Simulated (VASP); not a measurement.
Y$_{2}$CN$_{2}$O$_{2}$ (space group P-3m1): computed properties

These are r2SCAN meta-GGA, VASP's PBE PAW potentials (set 64) (plane waves; VASP) values and carry that method's errors.

For Y$_{2}$CN$_{2}$O$_{2}$, the space group is P-3m1 (164) and the cell is a = 3.7072 Å, b = 3.7072 Å, c = 8.1834 Å, α = 90.00°, β = 90.00°, γ = 120.00°. The volume per atom comes out as 13.91 Å^3/atom. The band gap (over mesh and band path) is 4.39 eV and the smallest direct gap (over mesh and band path) is 4.39 eV. The band-edge character is indirect, Γ-M at 0.20 to Γ and the density is 4.26 g/cm³. The mean ε∞ (independent particles) is 3.98.

Y2CN2O2 has the trigonal space group P-3m1 (No. 164), Pearson symbol hP7. Cell: a = b = 3.707 Å, c = 8.183 Å, α = β = 90.00°, γ = 120.00°. Y on 2d is coordinated by 4 O at 2.225–2.297 Å and 3 N at 2.563 Å. C on 1a has 2 N at 1.229 Å (linear). N on 2c sees 1 C at 1.229 Å and 3 Y at 2.563 Å. O on 2d is surrounded by 4 Y at 2.225–2.297 Å (tetrahedral). (Neighbours: up to the widest gap in distance over summed covalent radii, below 1.35, at either atom; cation-cation and far metal-metal contacts left out.)

The path is coarsely sampled, so an indirect gap can come out somewhat too large.

The structure comes from a computed database's Y2CN2O2 entry (P-3m1); how it stands against other phases isn't given here. It was relaxed first. Symmetry was kept, so distortions that lower it aren't found.
